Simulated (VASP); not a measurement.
Energy against volume of Tb (hcp). Calculation: RPBE GGA, VASP's PBE PAW potentials (set 64) (plane waves; VASP 6.6.1). Run with 520 eV cut-off, 11×11×7 Γ-centred mesh, first-order Methfessel-Paxton smearing of 0.10 eV, potentials Tb_3.

The 4f electrons are frozen in the core of the lanthanide potential, so 4f levels, which can set the real gap, and their magnetism are missing.

Shape and ions are relaxed at each volume.

```
V (Å³/atom)  E (eV/atom)
-----------  -----------
32.963          -4.21283
33.983          -4.21565
35.002          -4.21200
36.022          -4.20233
```

Fit these four points and predict the energy of the run at 31.944 Å³/atom.

A cubic in V^(−2/3), the third-order Birch-Murnaghan form, passes through the four points with V0 = 33.91 Å³/atom and B0 = 34 GPa, and gives -4.2031 eV/atom there. The run gave -4.2025 eV/atom, +0.5 meV/atom from the fit; all five points give B0 = 35 GPa.

The compound is Tb in the hcp structure. It was relaxed first, which changed the volume by +6 %.
